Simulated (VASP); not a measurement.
An input for Quantum ESPRESSO's pw.x (written as the equivalent of a VASP run, and not itself run):

```
&CONTROL
  calculation = 'vc-relax'
  pseudo_dir = './pseudo'
  outdir = './out'
  tprnfor = .true.
  tstress = .true.
  nstep = 40
  forc_conv_thr = 0.00078
/
&SYSTEM
  ibrav = 0
  nat = 3
  ntyp = 2
  ecutwfc = 66
  occupations = 'smearing'
  smearing = 'gaussian'
  degauss = 0.003675
  input_dft = 'pbesol'
/
&ELECTRONS
  conv_thr = 7.3e-08
  electron_maxstep = 100
/
&IONS
/
&CELL
/
ATOMIC_SPECIES
  Zr 91.224 Zr.upf
  S 32.060 S.upf
CELL_PARAMETERS angstrom
     1.8148408   -3.1433964    0.0000000
     1.8148408    3.1433964   -0.0000000
     0.0000000    0.0000000    5.8256045
ATOMIC_POSITIONS crystal
  Zr   0.0000000  0.0000000  0.0000000
  S    0.3333330  0.6666670  0.2494915
  S    0.6666670  0.3333330  0.7505085
K_POINTS automatic
  7 7 4 0 0 0
```

Problem. Translate this input to VASP (INCAR, KPOINTS, POSCAR, choice of POTCAR).

Solution. One answer among several that fit: 
INCAR:
```
SYSTEM = ZrS2
PREC = Accurate
ENCUT = 500
EDIFF = 1E-6
NELM = 100
ALGO = Normal
LREAL = .FALSE.
LASPH = .TRUE.
ISMEAR = 0
SIGMA = 0.05
GGA = PS
LMAXMIX = 4
LWAVE = .FALSE.
LCHARG = .FALSE.
IBRION = 2
ISIF = 3
NSW = 40
EDIFFG = -0.02
```

File KPOINTS:
```
Automatic
0
Gamma
7 7 4
```

File POSCAR:
```
ZrS2
1.0
  1.8148407611  -3.1433964275   0.0000000000
  1.8148407611   3.1433964275   0.0000000000
  0.0000000000   0.0000000000   5.8256044538
Zr S
1 2
direct
  0.0000000000   0.0000000000   0.0000000000
  0.3333330000   0.6666670000   0.2494915354
  0.6666670000   0.3333330000   0.7505084646
```

POTCAR, in this order: Zr_sv S (PBE.64 set). Program: vasp_std.

Limits of the translation: the potentials are each code's own (VASP's PAW set, PseudoDojo norm-conserving files in pw.x), so ENCUT and ecutwfc are chosen apart and not converted; conv_thr bounds pw.x's estimated SCF error, while EDIFF bounds the energy change between steps; forc_conv_thr acts on force components and is met together with etot_conv_thr.

The compound is ZrS2 in the 1T layered structure. It was relaxed first.
